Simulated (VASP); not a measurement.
```yaml
crystal:
  lattice:
    - [-1.89652, 3.75633, 5.02918]
    - [1.89652, -3.75633, 5.02918]
    - [1.89652, 3.75633, -5.02918]
  atoms:
    - { symbol: Rb, position: [0.69437, 0.19437, 0.50000] }
    - { symbol: Rb, position: [0.30563, 0.80563, 0.50000] }
    - { symbol: Pd, position: [0.00000, 0.00000, 0.00000] }
    - { symbol: Se, position: [0.21267, 0.50000, 0.71267] }
    - { symbol: Se, position: [0.78733, 0.50000, 0.28733] }
```

Computed with PBEsol GGA, VASP's PBE PAW potentials (set 64) (plane waves; VASP 6.6.1). Numerical set-up: 400 eV cut-off, 7×7×7 Γ-centred mesh, tetrahedra with Blöchl corrections, potentials Rb_sv Pd Se.

Problem. Tabulate the total density of states (states/eV per cell) against energy (eV; zero at the valence-band maximum or, without a gap, the Fermi level).

Solution. 
(E (eV), DOS (states/eV)): (-9.92, 0.00); (-9.29, 0.00); (-8.76, 0.00); (-8.13, 0.00); (-7.61, 0.00); (-6.98, 0.00); (-6.34, 0.00); (-5.82, 0.00); (-5.19, 0.00); (-4.56, 2.96); (-4.03, 2.76); (-3.40, 3.06); (-2.77, 3.35); (-2.24, 1.40); (-1.61, 5.85); (-1.09, 6.94); (-0.46, 4.87); (0.17, 0.00); (0.70, 0.00); (1.33, 2.07); (1.85, 1.36); (2.49, 0.11); (3.12, 2.46); (3.64, 2.37); (4.27, 1.12)
Within 2 eV below the valence-band maximum the largest weight inside VASP's projection spheres is Pd d, then Se p.

The structure comes from a computed database's Rb2PdSe2 entry (Immm); how it stands against other phases isn't given here. It was relaxed first.
